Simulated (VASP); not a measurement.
Consider the following.

```
Ga
1.0
    2.26780    -3.87745     0.00000
    2.26780     3.87745     0.00000
    0.00000     0.00000     4.61791
Ga
4
Direct
  0.15573   0.84427   0.91789
  0.34427   0.65573   0.41789
  0.65573   0.34427   0.58211
  0.84427   0.15573   0.08211
```

All values below come from optB88-vdW, VASP's PBE PAW potentials (set 64) (plane waves; VASP). Run with 520 eV cut-off, 7×7×6 Γ-centred mesh, first-order Methfessel-Paxton smearing of 0.10 eV, potentials Ga_d.

Task: Estimate the energy per atom (σ→0), band gap (on the k-mesh) with the smallest direct gap where there is one.

Result: 
| Item | Value |
|---|---|
| band gap (on the k-mesh) | none (metal, semimetal or under 0.01 eV) |
| energy per atom (σ→0) | 566 meV/atom |

Total energies compare only between runs with the same potentials, cut-off and functional.

The compound is Ga in the alpha structure. It was relaxed first. The start is the result of an earlier pass.
